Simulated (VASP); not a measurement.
An input for Quantum ESPRESSO's pw.x (written as the equivalent of a VASP run, and not itself run):

```
&CONTROL
  calculation = 'vc-relax'
  pseudo_dir = './pseudo'
  outdir = './out'
  tprnfor = .true.
  tstress = .true.
  nstep = 60
  forc_conv_thr = 0.00039
/
&SYSTEM
  ibrav = 0
  nat = 2
  ntyp = 2
  ecutwfc = 84
  occupations = 'smearing'
  smearing = 'methfessel-paxton'
  degauss = 0.00735
  input_dft = 'vdw-df-ob86'
/
&ELECTRONS
  conv_thr = 7.3e-08
  electron_maxstep = 100
/
&IONS
/
&CELL
/
ATOMIC_SPECIES
  Zn 65.380 Zn.upf
  Au 196.967 Au.upf
CELL_PARAMETERS angstrom
     3.1500000    0.0000000    0.0000000
     0.0000000    3.1500000    0.0000000
     0.0000000    0.0000000    3.1500000
ATOMIC_POSITIONS crystal
  Zn   0.5000000  0.5000000  0.5000000
  Au   0.0000000  0.0000000  0.0000000
K_POINTS automatic
  10 10 10 0 0 0
```

### Question
Translate this input to VASP (INCAR, KPOINTS, POSCAR, choice of POTCAR).

### Answer
Several could match; the one computed here: 
**INCAR**
```
# general
SYSTEM   = AuZn
PREC     = Accurate
ENCUT    = 520   # plane-wave cut-off (eV)
LREAL    = .FALSE.   # projection in real space or not
LASPH    = .TRUE.   # aspherical one-centre terms

# electronic loop
EDIFF    = 1E-6
NELM     = 100   # most electronic steps
ALGO     = Normal   # blocked Davidson
LMAXMIX  = 6

# smearing
ISMEAR   = 1   # Methfessel-Paxton
SIGMA    = 0.1   # width (eV)

# functional
GGA      = MK
LUSE_VDW = .TRUE.
AGGAC    = 0.0
PARAM1   = 0.1234
PARAM2   = 1.0

# ions
IBRION   = 2   # conjugate gradients
NSW      = 60
ISIF     = 3
EDIFFG   = -0.01   # ionic stop

# output
LWAVE    = .FALSE.
LCHARG   = .FALSE.
```

KPOINTS:
```
Automatic mesh
0
Gamma
10 10 10
0 0 0
```

**POSCAR**
```
AuZn
1.0
  3.1500000000   0.0000000000   0.0000000000
  0.0000000000   3.1500000000   0.0000000000
  0.0000000000   0.0000000000   3.1500000000
Zn Au
1 1
direct
  0.5000000000   0.5000000000   0.5000000000
  0.0000000000   0.0000000000   0.0000000000
```

POTCAR, in this order: Zn Au (PBE.64 set). Program: vasp_std.

What does not carry over: the potentials are each code's own (VASP's PAW set, PseudoDojo norm-conserving files in pw.x), so ENCUT and ecutwfc are chosen apart and not converted; conv_thr bounds pw.x's estimated SCF error, while EDIFF bounds the energy change between steps; forc_conv_thr acts on force components and is met together with etot_conv_thr.

The compound is AuZn in the CsCl type structure. This run relaxes it. Symmetry was kept, so distortions that lower it aren't found.
